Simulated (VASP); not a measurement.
Au (fcc) relaxed at rising pressure, in one space group throughout; other phases were not tried. The pressures are those reached. These are LDA (Ceperley-Alder, Perdew-Zunger), VASP's LDA PAW potentials (set 64) (plane waves; VASP) values and carry that method's errors.

```json
[
 {"P (GPa)": "0.00", "V (Å³/atom)": "16.604", "k-mesh": "15×15×15"},
 {"P (GPa)": "4.96", "V (Å³/atom)": "16.234", "k-mesh": "16×16×16"},
 {"P (GPa)": "9.87", "V (Å³/atom)": "15.899", "k-mesh": "16×16×16"},
 {"P (GPa)": "19.93", "V (Å³/atom)": "15.329", "k-mesh": "16×16×16"},
 {"P (GPa)": "29.92", "V (Å³/atom)": "14.865", "k-mesh": "16×16×16"}
]
```

A change of mesh leaves a small step in the series.

**Question.** Fit an equation of state and predict the volume at 45.05 GPa.

**Answer.** Least squares on the third-order Birch-Murnaghan form, P = (3B0/2)(y⁷ − y⁵)[1 + (3/4)(B′ − 4)(y² − 1)] with y = (V0/V)^(1/3), gives V0 = 16.607 Å³/atom, B0 = 203 GPa and B′ = 5.1, and so 14.285 Å³/atom. The run gave 14.294 Å³/atom, +0.1 % from the fit.

Pressures at which the relaxation failed are left out.

The compound is Au in the fcc structure.
